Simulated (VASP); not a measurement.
Level of theory: PBE GGA, VASP's PBE PAW potentials (set 64) (plane waves; VASP).

VASP ran on this input.

POSCAR:
```
WSi
1
    3.1366810946     0.0000000000     0.0000000000
   -1.5683405473     2.7164455008     0.0000000000
   -0.0000000000     0.0000000000     7.0437753733
W Si
2 2
Direct
  0.0000000000   0.0000000000   0.0000000000
  0.0000000000   0.0000000000   0.5000000000
  0.3333330000   0.6666670000   0.2500000000
  0.6666670000   0.3333330000   0.7500000000
```

**KPOINTS**
```
Automatic
0
Gamma
 10 10 4
0 0 0
```

**INCAR**
```
GGA=PE   ! PBE
LMAXMIX=6   ! l cut-off of mixed one-centre charges
ENCUT=400   ! plane-wave cut-off (eV)
EDIFF=1E-6   ! SCF stop (eV)
ISIF=3
ISMEAR=1   ! Methfessel-Paxton
LWAVE=.FALSE.
IBRION=2
LCHARG=.FALSE.
LREAL=.FALSE.
NSW=60   ! most ionic steps
NELM=100
ALGO=Normal   ! blocked Davidson
SYSTEM=WSi
LASPH=.TRUE.   ! aspherical one-centre terms
EDIFFG=-0.02   ! ionic stop
SIGMA=0.1   ! width (eV)
PREC=Accurate
```

POTCAR, in this order: W_sv Si (PBE.64 set). Program: vasp_std.

What VASP printed:

**OUTCAR**
```
 ion  position               nearest neighbor table
   1  0.000  0.000  0.000-   3 2.53   4 2.53   3 2.53   4 2.53   4 2.53   3 2.53
   2  0.000  0.000  0.500-   3 2.53   4 2.53   3 2.53   4 2.53   4 2.53   3 2.53
   3  0.333  0.667  0.250-   1 2.53   2 2.53   1 2.53   2 2.53   1 2.53   2 2.53
   4  0.667  0.333  0.750-   1 2.53   2 2.53   1 2.53   2 2.53   1 2.53   2 2.53
  LATTYP: Found a hexagonal cell.
 ALAT       =     3.1366810946
 C/A-ratio  =     2.2456141255
 Subroutine PRICEL returns:
 Original cell was already a primitive cell.
 Subroutine GETGRP returns: Found 24 space group operations
The static configuration has the point symmetry D_3d.
 The point group associated with its full space group is D_6h.
The dynamic configuration has the point symmetry D_3d.
 Subroutine INISYM returns: Found 24 space group operations
 Subroutine IBZKPT returns following result:
 Found     42 irreducible k-points:

 Following reciprocal coordinates:
            Coordinates               Weight
  0.000000  0.000000  0.000000      1.000000
  0.100000 -0.000000  0.000000      6.000000
  0.200000 -0.000000  0.000000      6.000000
  0.300000  0.000000  0.000000      6.000000
  0.400000  0.000000  0.000000      6.000000
  0.500000  0.000000  0.000000      3.000000
  0.100000  0.100000  0.000000      6.000000
  0.200000  0.100000  0.000000     12.000000
  0.300000  0.100000  0.000000     12.000000
  0.400000  0.100000  0.000000     12.000000
  0.200000  0.200000  0.000000      6.000000
  0.300000  0.200000  0.000000     12.000000
  0.400000  0.200000  0.000000      6.000000
  0.300000  0.300000  0.000000      6.000000
  0.000000  0.000000  0.250000      2.000000
  0.100000 -0.000000  0.250000     12.000000
  0.200000 -0.000000  0.250000     12.000000
  0.300000  0.000000  0.250000     12.000000
  0.400000  0.000000  0.250000     12.000000
  0.500000  0.000000  0.250000      6.000000
...
```

### OSZICAR
```
       N       E                     dE             d eps       ncg     rms          rms(c)
DAV:   1     0.285128823260E+03    0.28513E+03   -0.17011E+04  1904   0.144E+03
DAV:   2    -0.254946382019E+02   -0.31062E+03   -0.30553E+03  2002   0.428E+02
DAV:   3    -0.388881916606E+02   -0.13394E+02   -0.13089E+02  2398   0.789E+01
DAV:   4    -0.391153868827E+02   -0.22720E+00   -0.22594E+00  2172   0.105E+01
DAV:   5    -0.391205021680E+02   -0.51153E-02   -0.50863E-02  2286   0.145E+00    0.318E+01
DAV:   6    -0.372242002374E+02    0.18963E+01   -0.90857E+00  2214   0.195E+01    0.987E+00
DAV:   7    -0.371286381546E+02    0.95562E-01   -0.27017E-01  2106   0.339E+00    0.361E+00
DAV:   8    -0.371051798880E+02    0.23458E-01   -0.31670E-02  2094   0.104E+00    0.344E-01
DAV:   9    -0.371050391482E+02    0.14074E-03   -0.16117E-03  2476   0.248E-01    0.168E-01
DAV:  10    -0.371050115335E+02    0.27615E-04   -0.26004E-04  2108   0.136E-01    0.529E-02
DAV:  11    -0.371050033772E+02    0.81563E-05   -0.10767E-05  2148   0.268E-02    0.961E-03
DAV:  12    -0.371050025168E+02    0.86041E-06   -0.13791E-06  1300   0.918E-03
   1 F= -.37105003E+02 E0= -.37105126E+02  d E =-.371050E+02
       N       E                     dE             d eps       ncg     rms          rms(c)
DAV:   1    -0.371088197930E+02   -0.38164E-02   -0.10586E-01  1946   0.330E+00    0.577E-01
DAV:   2    -0.371058714592E+02    0.29483E-02   -0.80955E-03  1950   0.796E-01    0.135E-01
DAV:   3    -0.371053521576E+02    0.51930E-03   -0.10631E-03  2124   0.253E-01    0.815E-02
DAV:   4    -0.371052878431E+02    0.64314E-04   -0.22637E-04  2138   0.955E-02    0.273E-02
DAV:   5    -0.371052835286E+02    0.43145E-05   -0.46676E-05  2100   0.473E-02    0.214E-02
DAV:   6    -0.371052819233E+02    0.16053E-05   -0.75092E-06  1800   0.196E-02    0.201E-03
DAV:   7    -0.371052818674E+02    0.55935E-07   -0.23242E-07  1038   0.437E-03
   2 F= -.37105282E+02 E0= -.37105433E+02  d E =-.279351E-03
       N       E                     dE             d eps       ncg     rms          rms(c)
DAV:   1    -0.371053033826E+02   -0.21459E-04   -0.60045E-04  1928   0.248E-01    0.436E-02
DAV:   2    -0.371052861348E+02    0.17248E-04   -0.45463E-05  1950   0.598E-02    0.102E-02
DAV:   3    -0.371052834406E+02    0.26943E-05   -0.60223E-06  1800   0.192E-02    0.627E-03
DAV:   4    -0.371052835496E+02   -0.10902E-06   -0.14285E-06  1080   0.900E-03
   3 F= -.37105284E+02 E0= -.37105432E+02  d E =-.281033E-03
       N       E                     dE             d eps       ncg     rms          rms(c)
DAV:   1    -0.371069888548E+02   -0.17054E-02   -0.50517E-02  1878   0.212E+00    0.276E-01
DAV:   2    -0.371056866264E+02    0.13022E-02   -0.35483E-03  1988   0.462E-01    0.961E-02
DAV:   3    -0.371054476143E+02    0.23901E-03   -0.46649E-04  2284   0.146E-01    0.390E-02
DAV:   4    -0.371054173175E+02    0.30297E-04   -0.10583E-04  2064   0.661E-02    0.972E-03
DAV:   5    -0.371054168163E+02    0.50123E-06   -0.11165E-05  2104   0.236E-02    0.883E-03
DAV:   6    -0.371054170537E+02   -0.23742E-06   -0.93310E-07  1092   0.633E-03
   4 F= -.37105417E+02 E0= -.37105596E+02  d E =-.133504E-03
```

OUTCAR:
```
------------------------ aborting loop because EDIFF is reached ----------------------------------------
  FORCE on cell =-STRESS in cart. coord.  units (eV):
  Direction    XX          YY          ZZ          XY          YZ          ZX
  --------------------------------------------------------------------------------------
  Total        0.0101377      0.0101377      0.0340678      0.0000000      0.0000000     -0.0000000
  in kB        0.2702282      0.2702282      0.9081076      0.0000000      0.0000000     -0.0000000
  external PRESSURE =       0.4828547 kB  Pullay stress =       0.0000000 kB
  volume of cell :       60.11
      direct lattice vectors                 reciprocal lattice vectors
     3.143599932 -0.000000000  0.000000000     0.318106636  0.183658953 -0.000000000
    -1.571799966  2.722437390  0.000000000     0.000000000  0.367317906 -0.000000000
     0.000000000  0.000000000  7.023152809     0.000000000  0.000000000  0.142386194
 POSITION                                       TOTAL-FORCE (eV/Angst)
 -----------------------------------------------------------------------------------
      0.00000     -0.00000      0.00000         0.000000     -0.000000     -0.000000
      0.00000      0.00000      3.51158         0.000000     -0.000000     -0.000000
     -0.00000      1.81496      1.75579         0.000000      0.000000      0.000000
      1.57180      0.90748      5.26736        -0.000000      0.000000      0.000000
 -----------------------------------------------------------------------------------
    total drift:                               -0.000000     -0.000000      0.000000
  FREE ENERGIE OF THE ION-ELECTRON SYSTEM (eV)
  ---------------------------------------------------
  free  energy   TOTEN  =       -37.1054170537 eV

  energy  without entropy=      -37.1059538482  energy(sigma->0) =      -37.10559599

 reached required accuracy - stopping structural energy minimisation
```
(Selected blocks of OUTCAR.)

**CONTCAR**
```
WSi
   1.00000000000000
     3.1435999323241237   -0.0000000000000000    0.0000000000000000
    -1.5717999661620619    2.7224373899629986    0.0000000000000000
     0.0000000000000000    0.0000000000000000    7.0231528088172723
  W               Si
     2     2
Direct
     0.0000000000000000    0.0000000000000000    0.0000000000000000
     0.0000000000000000    0.0000000000000000    0.5000000000000000
     0.3333330000000032    0.6666669999999968    0.2500000000000000
     0.6666669999999968    0.3333330000000032    0.7500000000000000
```

The structure was generated: WSi was put into the NiAs type type (P6_3/mmc), which need not be its known phase. This run relaxes it. Symmetry was kept, so distortions that lower it aren't found. The start is the result of an earlier pass.
